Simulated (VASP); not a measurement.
# Sb2Te3O2 (P-62m) in VASP: further runs

Runs on Sb2Te3O2. Level: PBE. Tasks: relaxation of cell and atoms.

Program: VASP 6.6.1. These are calculated values, not measurements. Logs are shortened: lines on timing, memory, paths and dates and some standing lists are left out, and cuts for length are marked.

## (1) The crystal as given

It takes space group P-62m (No. 189, hexagonal). The conventional cell has a = 5.383 Å, b = 5.383 Å, c = 8.441 Å, α = 90.00°, β = 90.00°, γ = 120.00°. Around Sb (site symmetry -62m) lie 2 Sb at 4.22 Å. Sb (site symmetry -62m) has 3 Te at 2.19 Å as nearest neighbours. Around Te (site symmetry m2m) lie 2 O at 1.63 Å. O (site symmetry -6) is surrounded by 3 Te at 1.63 Å.

The cell was built by a generator and needn't be a form met in nature.

## (2) Relaxation of cell and atoms, PBE

INCAR

```
PREC     = Normal         # precision mode
ENCUT    = 520            # plane-wave cutoff, eV
EDIFF    = 1E-4           # SCF threshold, eV
ISMEAR   = 0              # smearing method
SIGMA    = 0.15           # smearing width, eV
LREAL    = F              # projectors in reciprocal space
LASPH    = T              # aspherical terms in the spheres
NELM     = 60             # most SCF steps
ALGO     = Fast           # electronic algorithm
ISIF     = 3              # what is computed and relaxed
LWAVE    = F              # write WAVECAR
LCHARG   = F              # write CHGCAR
GGA      = PE             # functional
IBRION   = 2              # ionic algorithm
NSW      = 24             # ionic steps
EDIFFG   = -0.08          # ionic threshold
```

KPOINTS

```
regular mesh
0
Gamma
  3 3 2
```

POSCAR

```
Sb2Te3O2
1.0
    5.3825024000      0.0000000000      0.0000000000
   -2.6912512000      4.6613838200      0.0000000000
    0.0000000000      0.0000000000      8.4414882100
Sb Te O
2 3 2
Direct
    0.0000000000      0.0000000000      0.0000000000
    0.0000000000      0.0000000000      0.5000000000
    0.4065483100      0.0000000000      0.5000000000
    0.0000000000      0.4065483100      0.5000000000
    0.5934516900      0.5934516900      0.5000000000
    0.3333333300      0.6666666700      0.5000000000
    0.6666666700      0.3333333300      0.5000000000
```

Potentials or basis: VASP PAW PBE potentials, release 64 (Sb, Te, O).

On the command line:

```bash
$ cat potpaw_PBE.64/Sb/POTCAR potpaw_PBE.64/Te/POTCAR potpaw_PBE.64/O/POTCAR > POTCAR
$ mpirun -np 1 vasp_std > vasp.out
```

OUTCAR:

```text
PREC = Normal
   ENCUT = 520
   EDIFF = 1E-4
   ISMEAR = 0
   LREAL = F
   LASPH = T
   NELM = 60
   ISIF = 3
   GGA = PE
   IBRION = 2
   NSW = 24
   EDIFFG = -0.08

 ion  position               nearest neighbor table
   1  0.000  0.000  0.000-
   2  0.000  0.000  0.500-   3 2.19   4 2.19   5 2.19   3 3.19   4 3.19   5 3.19
   3  0.407  0.000  0.500-   6 1.63   7 1.63   2 2.19   5 2.83   4 2.83   5 2.83   4 2.83   2 3.19

   4  0.000  0.407  0.500-   7 1.63   6 1.63   2 2.19   5 2.83   5 2.83   3 2.83   3 2.83   2 3.19

   5  0.593  0.593  0.500-   6 1.63   7 1.63   2 2.19   4 2.83   4 2.83   3 2.83   3 2.83   2 3.19

   6  0.333  0.667  0.500-   3 1.63   4 1.63   5 1.63
   7  0.667  0.333  0.500-   4 1.63   3 1.63   5 1.63

  LATTYP: Found a hexagonal cell.
 ALAT       =     5.3825024000
 C/A-ratio  =     1.5683203801

  Lattice vectors:

 A1 = (   5.3825024000,   0.0000000000,   0.0000000000)
 A2 = (  -2.6912512000,   4.6613838200,   0.0000000000)
 A3 = (   0.0000000000,   0.0000000000,   8.4414882100)

Analysis of symmetry for initial positions (statically):
=====================================================================
 Subroutine PRICEL returns:
 Original cell was already a primitive cell.

 Routine SETGRP: Setting up the symmetry group for a
 hexagonal supercell.

 Subroutine GETGRP returns: Found 12 space group operations
 (whereof 12 operations were pure point group operations)
 out of a pool of 24 trial point group operations.

The static configuration has the point symmetry D_3h.

Analysis of symmetry for dynamics (positions and initial velocities):
=====================================================================
 Subroutine PRICEL returns:
 Original cell was already a primitive cell.

 Routine SETGRP: Setting up the symmetry group for a
 hexagonal supercell.

 Subroutine GETGRP returns: Found 12 space group operations
 (whereof 12 operations were pure point group operations)
 out of a pool of 24 trial point group operations.

The dynamic configuration has the point symmetry D_3h.

 Subroutine INISYM returns: Found 12 space group operations
 (whereof 12 operations are pure point group operations),
 and found     1 'primitive' translations

----------------------------------------------------------------------------------------

                                     Primitive cell

  volume of cell :     211.7962

  direct lattice vectors                    reciprocal lattice vectors
     5.382502400  0.000000000  0.000000000     0.185787191  0.107264284  0.000000000
    -2.691251200  4.661383820  0.000000000     0.000000000  0.214528569  0.000000000
     0.000000000  0.000000000  8.441488210     0.000000000  0.000000000  0.118462524

  length of vectors
     5.382502400  5.382502405  8.441488210     0.214528569  0.214528569  0.118462524

  position of ions in fractional coordinates (direct lattice)
     0.000000000  0.000000000  0.000000000
     0.000000000  0.000000000  0.500000000
     0.406548310  0.000000000  0.500000000
     0.000000000  0.406548310  0.500000000
     0.593451690  0.593451690  0.500000000
     0.333333330  0.666666670  0.500000000
     0.666666670  0.333333330  0.500000000

  ion indices of the primitive-cell ions
   primitive index   ion index
                 1           1
                 2           2
                 3           3
                 4           4
                 5           5
                 6           6
                 7           7

----------------------------------------------------------------------------------------

 KPOINTS: regular mesh

Automatic generation of k-mesh.
 Grid dimensions read from file:
 generate k-points for:    3    3    2

 Generating k-lattice:

  Cartesian coordinates                     Fractional coordinates (reciprocal lattice)
     0.061929064  0.035754761  0.000000000     0.333333333  0.000000000  0.000000000
     0.000000000  0.071509523  0.000000000     0.000000000  0.333333333  0.000000000
     0.000000000  0.000000000  0.059231262     0.000000000  0.000000000  0.500000000

  Length of vectors
     0.071509523  0.071509523  0.059231262

  Shift w.r.t. Gamma in fractional coordinates (k-lattice)
     0.000000000  0.000000000  0.000000000

 Subroutine IBZKPT returns following result:
 ===========================================

 Found      6 irreducible k-points:

 Following reciprocal coordinates:
            Coordinates               Weight
  0.000000  0.000000  0.000000      1.000000
  0.333333  0.000000  0.000000      6.000000
  0.333333  0.333333  0.000000      2.000000
  0.000000  0.000000  0.500000      1.000000
  0.333333  0.000000  0.500000      6.000000
  0.333333  0.333333  0.500000      2.000000
   k-points           NKPTS =      6   k-points in BZ     NKDIM =      6   number of bands    NBANDS=     24
   number of dos      NEDOS =    301   number of ions     NIONS =      7
   total plane-waves  NPLWV =  43200
   dimension x,y,z NGX =    30 NGY =   30 NGZ =   48
   dimension x,y,z NGXF=    60 NGYF=   60 NGZF=   96
   ions per type =               2   3   2
   NGX,Y,Z   is equivalent  to a cutoff of   9.27,  9.27,  9.45 a.u.
   NGXF,Y,Z  is equivalent  to a cutoff of  18.53, 18.53, 18.91 a.u.
 SYSTEM =  unknown system
   PREC   = normal    normal or accurate (medium, high low for compatibility)
   ISTART =      0    job   : 0-new  1-cont  2-samecut
   ICHARG =      2    charge: 1-file 2-atom 10-const
   ISPIN  =      1    spin polarized calculation?
   LNONCOLLINEAR =      F non collinear calculations
   LSORBIT =      F    spin-orbit coupling
   LASPH  =      T    aspherical Exc in radial PAW
   ENCUT  =  520.0 eV  38.22 Ry    6.18 a.u.  10.01 10.01 15.70*2*pi/ulx,y,z
   NELM   =     60;   NELMIN=  2; NELMDL= -5     # of ELM steps
   EDIFF  = 0.1E-03   stopping-criterion for ELM
   LREAL  =      F    real-space projection
   EDIFFG = -.8E-01   stopping-criterion for IOM
   NSW    =     24    number of steps for IOM
   IBRION =      2    ionic relax: 0-MD 1-quasi-New 2-CG
   NFREE  =      1    steps in history (QN), initial steepest desc. (CG)
   ISIF   =      3    stress and relaxation
   ISYM   =      2    0-nonsym 1-usesym 2-fastsym
   POTIM  = 0.5000    time-step for ionic-motion
   TEBEG  =    0.0;   TEEND  =   0.0 temperature during run
   PSTRESS=    0.0 pullay stress
   NELECT =      40.0000    total number of electrons
   NUPDOWN=      -1.0000    fix difference up-down
   EMIN   =  10.00;   EMAX   =-10.00  energy-range for DOS
   EFERMI =   0.00;   METHOD = LEGACY
   ISMEAR =     0;   SIGMA  =   0.15  broadening in eV -4-tet -1-fermi 0-gaus
   EFERMI_NEDOS =   21; number of points for ismear=-14 and -15
   IALGO  =     68    algorithm
   IMIX   =      4    mixing-type and parameters
     AMIX     =   0.40;   BMIX     =  1.00
     AMIX_MAG =   1.60;   BMIX_MAG =  1.00
  volume/ion in A,a.u.               =      30.26       204.18
  Fermi-wavevector in a.u.,A,eV,Ry     =   0.939266  1.774956 12.003351  0.882221
  Thomas-Fermi vector in A             =   2.066561
   LORBIT       =      0    0 simple, 1 ext, 2 COOP (PROOUT), +10 PAW based schemes
   GGA     = PE    functional components
   LHFCALC =     F    Hartree Fock is set to
   AEXX    =    0.0000 exact exchange contribution
   IVDW    =     0    specifies the selected vdW correction
   LEPSILON=     F    determine dielectric tensor
   LRPA    =     F    only Hartree local field effects (RPA)
 conjugate gradient relaxation of ions
 non-spin polarized calculation
 RMM-DIIS sequential band-by-band and
 Gauss-broadening in eV      SIGMA  =   0.15
  energy-cutoff  :      520.00
  volume of cell :      211.80
 maximum number of plane-waves:      5736
   NGX = 21   NGY = 21   NGZ = 31

--------------------------------------- Ionic step        1  -------------------------------------------

 number of electron      40.0000094 magnetization

 Free energy of the ion-electron system (eV)
  ---------------------------------------------------
  ext. energy  EPLUGINS =         0.00000000
  ---------------------------------------------------
  free energy    TOTEN  =        14.43845787 eV

  energy without entropy =       14.51842809  energy(sigma->0) =       14.47844298

------------------------ aborting loop because EDIFF is reached ----------------------------------------

  FORCE on cell =-STRESS in cart. coord.  units (eV):
  Direction    XX          YY          ZZ          XY          YZ          ZX
  --------------------------------------------------------------------------------------
  -------------------------------------------------------------------------------------
  Total      177.0806498    177.0806502     -3.7026794      0.0000000     -0.0000000      0.0000000
  in kB     1339.5643300   1339.5643332    -28.0097080      0.0000000     -0.0000000      0.0000000
  external PRESSURE =     883.7063184 kB  Pullay stress =       0.0000000 kB
[... 104 lines left out ...]
  FREE ENERGIE OF THE ION-ELECTRON SYSTEM (eV)
  ---------------------------------------------------
  free  energy   TOTEN  =       -18.9840748389 eV

  energy  without entropy=      -18.6950567179  energy(sigma->0) =      -18.83956578

 E-fermi :  -0.3699     XC(G=0):  -5.6014

 val. band max:       -0.3796133504   @ k =   0.3333   0.0000   0.5000
 cond. band min:      -0.3506939201   @ k =   0.3333   0.3333   0.0000
 fundamental gap:      0.0289194303
 Fermi energy:        -0.3698778683

 k-point     1 :       0.0000    0.0000    0.0000
  band No.  band energies     occupation
      1     -18.8172      2.00000
      2     -18.6023      2.00000
      3     -11.3862      2.00000
      4     -11.3861      2.00000
      5     -10.8288      2.00000
      6      -8.5702      2.00000
[... 151 lines left out ...]
     23      -0.2099      0.13160
     24       0.8398      0.00000

[... ionic steps 4 to 17 ...]

--------------------------------------- Ionic step       18  -------------------------------------------

 number of electron      39.9999966 magnetization

------------------------ aborting loop because EDIFF is reached ----------------------------------------

  FORCE on cell =-STRESS in cart. coord.  units (eV):
  Direction    XX          YY          ZZ          XY          YZ          ZX
  --------------------------------------------------------------------------------------
  -------------------------------------------------------------------------------------
  Total        0.8202464      0.8202464      1.2674806      0.0000000      0.0000000     -0.0000000
  in kB        5.5559185      5.5559185      8.5852477      0.0000000      0.0000000     -0.0000000
  external PRESSURE =       6.5656949 kB  Pullay stress =       0.0000000 kB
[... 67 lines left out ...]
  energy  without entropy=      -25.1056417372  energy(sigma->0) =      -25.12429766

--------------------------------------- Ionic step       20  -------------------------------------------

 number of electron      39.9999952 magnetization

 Free energy of the ion-electron system (eV)
  ---------------------------------------------------
  ext. energy  EPLUGINS =         0.00000000
  ---------------------------------------------------
  free energy    TOTEN  =       -25.15183164 eV

  energy without entropy =      -25.11239893  energy(sigma->0) =      -25.13211529

 E-fermi :   3.1076     XC(G=0):  -7.7757

 val. band max:        3.0814861122   @ k =   0.0000   0.0000   0.5000
 cond. band min:       3.1217667387   @ k =   0.0000   0.0000   0.0000
 fundamental gap:      0.0402806266
 Fermi energy:         3.1076361163

 k-point     1 :       0.0000    0.0000    0.0000
  band No.  band energies     occupation
      1     -16.7706      2.00000
      2     -16.5215      2.00000
      3      -8.5543      2.00000
      4      -8.3262      2.00000
      5      -8.3261      2.00000
      6      -5.6813      2.00000
[... 185 lines left out ...]
  FREE ENERGIE OF THE ION-ELECTRON SYSTEM (eV)
  ---------------------------------------------------
  free  energy   TOTEN  =       -25.1518316420 eV

  energy  without entropy=      -25.1123989308  energy(sigma->0) =      -25.13211529

 reached required accuracy - stopping structural energy minimisation
```

Run time: 7.4 min. Hardware: 1 thread of Intel Xeon Platinum 8259CL at 2.50GHz (Skylake/Cascade Lake), shared host; peak memory 0.23 GiB.

Results:

* Free energy: -25.1518 eV
* Relaxed volume: 34.20 Å³/atom
* Relaxed cell: a = 7.164 Å, b = 7.164 Å, c = 5.386 Å, α = 90.00°, β = 90.00°, γ = 120.00°
* Space group after relaxing (to 0.05 Å): P-62m (No. 189)
* Energy gained by relaxing: 5655.8 meV/atom
* Ionic steps: 20
* Pressure after relaxing: 0.1 GPa
* Largest force after relaxing: 0.031 eV/Å
* Band gap on the k mesh: none (metal or under the smearing width)

Forces in eV/Å, atoms in the order of the input:
```
Sb   0.000  0.000  0.000
Sb   0.000  0.000  0.000
Te   0.031  0.000  0.000
Te  -0.016  0.027  0.000
Te  -0.016 -0.027  0.000
O    0.000  0.000  0.000
O    0.000  0.000  0.000
```

The path:
```csv
step,energy change (eV),largest force (eV/Å),pressure (GPa),volume (Å³)
1,0.0000,0.8565,88.37,211.80
2,18.1976,0.1833,-10.76,1017.55
3,-33.4225,0.1770,-8.21,459.08
4,-36.0343,0.2914,-6.05,415.93
5,-37.5365,0.3514,0.68,349.57
6,-37.6042,0.3420,-1.03,361.62
7,-37.6049,0.3386,-0.64,358.24
8,-37.7954,0.2877,-0.60,346.90
9,-38.4256,0.1079,-0.52,312.85
10,-39.3857,0.1953,1.41,244.61
11,-39.3063,0.5198,3.71,225.90
12,-39.4003,0.2728,1.72,240.38
13,-39.3703,0.4890,-2.14,247.26
14,-39.4763,0.3897,-0.24,243.67
15,-39.5040,0.3462,-0.29,242.80
16,-39.5564,0.2175,-0.32,240.16
17,-39.5609,0.1563,-0.27,238.83
18,-39.5814,0.0614,0.66,236.54
19,-39.5814,0.0665,0.63,236.57
20,-39.5903,0.0313,0.12,239.38
```

Final structure:
```
CELL_PARAMETERS angstrom
7.16419 0.00000 0.00000
-3.58210 6.20437 0.00000
0.00000 0.00000 5.38552
ATOMIC_POSITIONS crystal
Sb 0.00000 0.00000 0.00000
Sb 0.00000 0.00000 0.50000
Te 0.46037 0.00000 0.50000
Te 0.00000 0.46037 0.50000
Te 0.53963 0.53963 0.50000
O 0.33333 0.66667 0.50000
O 0.66667 0.33333 0.50000
```

Caveat: the k mesh is coarse (spacing up to 0.45 Å⁻¹), so the values aren't converged; this functional lacks dispersion, which binds the layers, so the pressure and a relaxed spacing across them are unreliable; the relaxation stopped at a loose force limit of 0.08 eV/Å, so its end isn't a converged minimum. Spin-orbit coupling is left out, which matters for the levels of Sb, Te.

## (3) Relaxation of cell and atoms, PBE

This run uses another cell than the first one, of 30.91 Å³/atom, 1.022 times its volume.

INCAR is that of step 2.

KPOINTS

```
regular mesh
0
Gamma
  3 3 3
```

POSCAR

```
Sb2Te3O2
1.0
    6.4261438800      0.0000000000      0.0000000000
   -3.2130719400      5.5652038500      0.0000000000
    0.0000000000      0.0000000000      6.0497291100
Sb Te O
2 3 2
Direct
    0.3333333300      0.6666666700      0.0000000000
    0.6666666700      0.3333333300      0.0000000000
    0.7175240900      0.0000000000      0.0000000000
    0.0000000000      0.7175240900      0.0000000000
    0.2824759100      0.2824759100      0.0000000000
    0.0000000000      0.0000000000      0.0000000000
    0.0000000000      0.0000000000      0.5000000000
```

Potentials or basis: VASP PAW PBE potentials, release 64 (Sb, Te, O).

On the command line:

```bash
$ cat potpaw_PBE.64/Sb/POTCAR potpaw_PBE.64/Te/POTCAR potpaw_PBE.64/O/POTCAR > POTCAR
$ mpirun -np 1 vasp_std > vasp.out
```

Wall time 9.3 min (1 thread of Intel Xeon Platinum 8259CL at 2.50GHz (Skylake/Cascade Lake), shared host); peak memory 0.24 GiB.

The run converged. Its results:

| Item | Value |
| --- | --- |
| Free energy | -23.3064 eV |
| Relaxed volume | 33.67 Å³/atom |
| Relaxed cell | a = 7.845 Å, b = 7.845 Å, c = 4.421 Å, α = 90.00°, β = 90.00°, γ = 120.00° |
| Space group after relaxing (to 0.05 Å) | P-62m (No. 189) |
| Energy gained by relaxing | 2417.9 meV/atom |
| Ionic steps | 22 |
| Pressure after relaxing | -0.1 GPa |
| Largest force after relaxing | 0.059 eV/Å |
| Band gap on the k mesh | none (metal or under the smearing width) |

Forces in eV/Å, atoms in the order of the input:
```
Sb   0.000  0.000  0.000
Sb   0.000  0.000  0.000
Te   0.059  0.000  0.000
Te  -0.030  0.051  0.000
Te  -0.030 -0.051  0.000
O    0.000  0.000  0.000
O    0.000  0.000  0.000
```

Stress tensor (GPa, compression positive):
```
-0.09  0.00  0.00
 0.00 -0.09  0.00
 0.00  0.00 -0.20
```

The path:
| step | energy change (eV) | largest force (eV/Å) | pressure (GPa) | volume (Å³) |
| --- | --- | --- | --- | --- |
| 1 | 0.0000 | 0.8092 | 45.46 | 216.36 |
| 2 | 1.9602 | 0.4048 | -10.13 | 569.79 |
| 3 | -15.4934 | 0.2337 | -4.37 | 344.39 |
| 4 | -15.8993 | 0.2603 | -2.38 | 328.44 |
| 5 | -16.0022 | 0.2785 | -0.70 | 316.70 |
| 6 | -15.9995 | 0.2813 | -0.38 | 314.52 |
| 7 | -16.0750 | 0.1500 | -0.31 | 308.05 |
| 8 | -16.2905 | 0.2843 | -0.06 | 288.71 |
| 9 | -16.6139 | 1.4745 | 0.94 | 250.19 |
| 10 | -16.6521 | 1.4388 | 0.70 | 248.55 |
| 11 | -16.7417 | 1.3034 | 0.25 | 243.55 |
| 12 | -16.7512 | 1.1608 | 0.29 | 233.18 |
| 13 | -16.7812 | 1.1926 | 0.15 | 238.15 |
| 14 | -16.8092 | 1.0436 | 0.01 | 238.72 |
| 15 | -16.8703 | 0.6471 | -0.27 | 240.43 |
| 16 | -16.9016 | 0.0318 | -0.59 | 243.85 |
| 17 | -16.9043 | 0.1053 | -0.57 | 243.13 |
| 18 | -16.9099 | 0.0808 | -0.41 | 241.53 |
| 19 | -16.9137 | 0.0138 | 0.50 | 236.79 |
| 20 | -16.9147 | 0.0444 | 0.25 | 238.39 |
| 21 | -16.9194 | 0.0094 | 0.07 | 237.72 |
| 22 | -16.9255 | 0.0591 | -0.12 | 235.68 |

Final structure:
```
Sb Te O
1.0
     7.84543    0.00000    0.00000
    -3.92272    6.79434    0.00000
     0.00000    0.00000    4.42140
Sb Te O
2 3 2
Cartesian
  0.0000 4.5296 0.0000
  3.9227 2.2648 0.0000
  5.6814 0.0000 0.0000
  -2.8407 4.9203 0.0000
  1.0820 1.8741 0.0000
  0.0000 0.0000 0.0000
  0.0000 0.0000 2.2107
```

Levels at points of the mesh, in eV from the Fermi level:
```
           k point  band 15  band 16  band 17  band 18  band 19  band 20  band 21  band 22  band 23  band 24
(0.00, 0.00, 0.00)    -0.98    -0.87    -0.87    -0.51    -0.51     0.03     0.15     0.18     1.17     1.28
```

Caveat: the k mesh is coarse (spacing up to 0.38 Å⁻¹), so the values aren't converged; this functional lacks dispersion, which binds the layers, so the pressure and a relaxed spacing across them are unreliable; the relaxation stopped at a loose force limit of 0.08 eV/Å, so its end isn't a converged minimum. The run has no spin-orbit coupling, so splittings on Sb, Te are missing.
